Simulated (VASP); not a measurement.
These are LDA (Ceperley-Alder, Perdew-Zunger), VASP's LDA PAW potentials (set 64) (plane waves; VASP 6.6.1) values and carry that method's errors.

VASP ran on this input.

### KPOINTS
```
Automatic mesh
0
Gamma
8 8 8
0 0 0
```

File POSCAR:
```
Li2O
1.0
  0.0000000000   2.2489519115   2.2489519115
  2.2489519115   0.0000000000   2.2489519115
  2.2489519115   2.2489519115   0.0000000000
Li O
2 1
Cartesian
  1.1244759557   1.1244759557   1.1244759557
  3.3734278672   3.3734278672   3.3734278672
  0.0000000000   0.0000000000   0.0000000000
```

### INCAR
```
SYSTEM=Li2O
PREC=Accurate; ENCUT=650; LREAL=.FALSE.
LASPH=.TRUE.
EDIFF=1E-7; NELM=100; ALGO=Normal
ISMEAR=0; SIGMA=0.05
IBRION=6; NSW=1; ISIF=3
POTIM=0.015; NFREE=2
LWAVE=.FALSE.; LCHARG=.FALSE.
```

POTCAR, in this order: Li_sv O (LDA.64 set). Program: vasp_std.

Output

### OUTCAR
```
 ion  position               nearest neighbor table
   1  0.250  0.250  0.250-   3 1.95   3 1.95   3 1.95   3 1.95   2 2.25   2 2.25   2 2.25   2 2.25
                             2 2.25   2 2.25
   2  0.750  0.750  0.750-   3 1.95   3 1.95   3 1.95   3 1.95   1 2.25   1 2.25   1 2.25   1 2.25
                             1 2.25   1 2.25
   3  0.000  0.000  0.000-   2 1.95   2 1.95   2 1.95   1 1.95   2 1.95   1 1.95   1 1.95   1 1.95
  LATTYP: Found a face centered cubic cell.
 ALAT       =     4.4979038230
 Subroutine PRICEL returns:
 Original cell was already a primitive cell.
 Subroutine GETGRP returns: Found 48 space group operations
The static configuration has the point symmetry O_h .
The dynamic configuration has the point symmetry O_h .
 Subroutine INISYM returns: Found 48 space group operations
 Subroutine IBZKPT returns following result:
 Found     29 irreducible k-points:

 Following reciprocal coordinates:
            Coordinates               Weight
  0.000000  0.000000  0.000000      1.000000
  0.125000  0.000000  0.000000      8.000000
  0.250000  0.000000  0.000000      8.000000
  0.375000  0.000000  0.000000      8.000000
  0.500000  0.000000  0.000000      4.000000
  0.125000  0.125000  0.000000      6.000000
  0.250000  0.125000  0.000000     24.000000
  0.375000  0.125000  0.000000     24.000000
  0.500000  0.125000  0.000000     24.000000
 -0.375000  0.125000  0.000000     24.000000
 -0.250000  0.125000  0.000000     24.000000
 -0.125000  0.125000  0.000000     12.000000
  0.250000  0.250000  0.000000      6.000000
  0.375000  0.250000  0.000000     24.000000
  0.500000  0.250000  0.000000     24.000000
 -0.375000  0.250000  0.000000     24.000000
 -0.250000  0.250000  0.000000     12.000000
  0.375000  0.375000  0.000000      6.000000
  0.500000  0.375000  0.000000     24.000000
 -0.375000  0.375000  0.000000     12.000000
  0.500000  0.500000  0.000000      3.000000
  0.375000  0.250000  0.125000     24.000000
  0.500000  0.250000  0.125000     48.000000
 -0.375000  0.250000  0.125000     24.000000
  0.500000  0.375000  0.125000     24.000000
 -0.375000  0.375000  0.125000     48.000000
 -0.250000  0.375000  0.125000     24.000000
 -0.375000  0.500000  0.125000     12.000000
 -0.250000  0.500000  0.250000      6.000000
 Subroutine IBZKPT_HF returns following result:
   k-points           NKPTS =     29   k-points in BZ     NKDIM =     29   number of bands    NBANDS=     10
   number of dos      NEDOS =    301   number of ions     NIONS =      3
   total plane-waves  NPLWV =  21952
   dimension x,y,z NGX =    28 NGY =   28 NGZ =   28
   dimension x,y,z NGXF=    56 NGYF=   56 NGZF=   56
   ions per type =               2   1
   PREC   = accura    normal or accurate (medium, high low for compatibility)
   ISTART =      0    job   : 0-new  1-cont  2-samecut
   ICHARG =      2    charge: 1-file 2-atom 10-const
   ISPIN  =      1    spin polarized calculation?
   LNONCOLLINEAR =      F non collinear calculations
   LSORBIT =      F    spin-orbit coupling
   INIWAV =      1    electr: 0-lowe 1-rand  2-diag
   ENCUT  =  650.0 eV  47.77 Ry    6.91 a.u.   6.61  6.61  6.61*2*pi/ulx,y,z
   NELM   =    100;   NELMIN=  2; NELMDL= -5     # of ELM steps
   EDIFF  = 0.1E-06   stopping-criterion for ELM
   LREAL  =      F    real-space projection
   NLSPLINE    = F    spline interpolate recip. space projectors
   LMAXMIX     =    2 max onsite mixed and CHGCAR
   VOSKOWN=      0    Vosko Wilk Nusair interpolation
   EDIFFG = 0.1E-05   stopping-criterion for IOM
   NSW    =     73    number of steps for IOM
   NBLOCK =      1;   KBLOCK =     73    inner block; outer block
   IBRION =      6    ionic relax: 0-MD 1-quasi-New 2-CG
   NFREE  =      2    steps in history (QN), initial steepest desc. (CG)
   ISIF   =      3    stress and relaxation
...
```

File OUTCAR:
```


   1 f  =   16.789905 THz   105.494086 2PiTHz  560.050957 cm-1    69.437438 meV
             X         Y         Z           dx          dy          dz
      1.124476  1.124476  1.124476     0.306414    0.569815   -0.285344
      3.373428  3.373428  3.373428    -0.306414   -0.569815    0.285344
      0.000000  0.000000  0.000000     0.000000   -0.000000    0.000000

   2 f  =   16.789905 THz   105.494086 2PiTHz  560.050957 cm-1    69.437438 meV
             X         Y         Z           dx          dy          dz
      1.124476  1.124476  1.124476     0.630748   -0.226005    0.226005
      3.373428  3.373428  3.373428    -0.630748    0.226005   -0.226005
      0.000000  0.000000  0.000000     0.000000    0.000000    0.000000

   3 f  =   16.789905 THz   105.494086 2PiTHz  560.050957 cm-1    69.437438 meV
             X         Y         Z           dx          dy          dz
      1.124476  1.124476  1.124476    -0.090922    0.352466    0.606218
      3.373428  3.373428  3.373428     0.090922   -0.352466   -0.606218
      0.000000  0.000000  0.000000     0.000000   -0.000000    0.000000

   4 f  =   14.375910 THz    90.326505 2PiTHz  479.528731 cm-1    59.453959 meV
             X         Y         Z           dx          dy          dz
      1.124476  1.124476  1.124476     0.000000   -0.130828   -0.499663
      3.373428  3.373428  3.373428     0.000000   -0.130828   -0.499663
      0.000000  0.000000  0.000000     0.000000    0.172990    0.660694

   5 f  =   14.375910 THz    90.326505 2PiTHz  479.528731 cm-1    59.453959 meV
             X         Y         Z           dx          dy          dz
      1.124476  1.124476  1.124476     0.516507    0.000000    0.000000
      3.373428  3.373428  3.373428     0.516507   -0.000000   -0.000000
      0.000000  0.000000  0.000000    -0.682965   -0.000000    0.000000

   6 f  =   14.375910 THz    90.326505 2PiTHz  479.528731 cm-1    59.453959 meV
             X         Y         Z           dx          dy          dz
      1.124476  1.124476  1.124476    -0.000000   -0.499663    0.130828
      3.373428  3.373428  3.373428     0.000000   -0.499663    0.130828
      0.000000  0.000000  0.000000    -0.000000    0.660694   -0.172990

   7 f/i=    0.008361 THz     0.052535 2PiTHz    0.278902 cm-1     0.034579 meV
             X         Y         Z           dx          dy          dz
      1.124476  1.124476  1.124476    -0.461585    0.141572    0.010845
      3.373428  3.373428  3.373428    -0.461585    0.141572    0.010845
      0.000000  0.000000  0.000000    -0.698166    0.214133    0.016403

   8 f/i=    0.008361 THz     0.052535 2PiTHz    0.278902 cm-1     0.034579 meV
             X         Y         Z           dx          dy          dz
      1.124476  1.124476  1.124476    -0.098574   -0.346068    0.322089
      3.373428  3.373428  3.373428    -0.098574   -0.346068    0.322089
      0.000000  0.000000  0.000000    -0.149098   -0.523441    0.487173

   9 f/i=    0.008361 THz     0.052535 2PiTHz    0.278902 cm-1     0.034579 meV
             X         Y         Z           dx          dy          dz
      1.124476  1.124476  1.124476     0.102193    0.305640    0.359669
      3.373428  3.373428  3.373428     0.102193    0.305640    0.359669
      0.000000  0.000000  0.000000     0.154570    0.462292    0.544015

 ELASTIC MODULI CONTR FROM IONIC RELAXATION (kBar)
 Direction    XX          YY          ZZ          XY          YZ          ZX
 --------------------------------------------------------------------------------
 XX          -0.0000     -0.0000      0.0000     -0.0000      0.0000      0.0000
 YY          -0.0000     -0.0000     -0.0000      0.0000      0.0000      0.0000
 ZZ           0.0000     -0.0000     -0.0000      0.0000     -0.0000      0.0000
 XY          -0.0000      0.0000      0.0000     -8.4234      0.0000     -0.0000
 YZ           0.0000      0.0000     -0.0000      0.0000     -8.4234     -0.0000
 ZX           0.0000      0.0000      0.0000     -0.0000     -0.0000     -8.4234
 --------------------------------------------------------------------------------

 TOTAL ELASTIC MODULI (kBar)
 Direction    XX          YY          ZZ          XY          YZ          ZX
 --------------------------------------------------------------------------------
 XX        2285.5757    247.8005    247.8005      0.0000     -0.0000      0.0000
 YY         247.8005   2285.5757    247.8005      0.0000     -0.0000      0.0000
 ZZ         247.8005    247.8005   2285.5757     -0.0000     -0.0000      0.0000
 XY           0.0000      0.0000     -0.0000    678.0455      0.0000     -0.0000
 YZ          -0.0000     -0.0000     -0.0000      0.0000    678.0455     -0.0000
 ZX           0.0000      0.0000      0.0000     -0.0000     -0.0000    678.0455
 --------------------------------------------------------------------------------
```
(Selected blocks of OUTCAR.)

The compound is Li2O in the antifluorite structure. It was relaxed first, which changed the volume by -8 %.
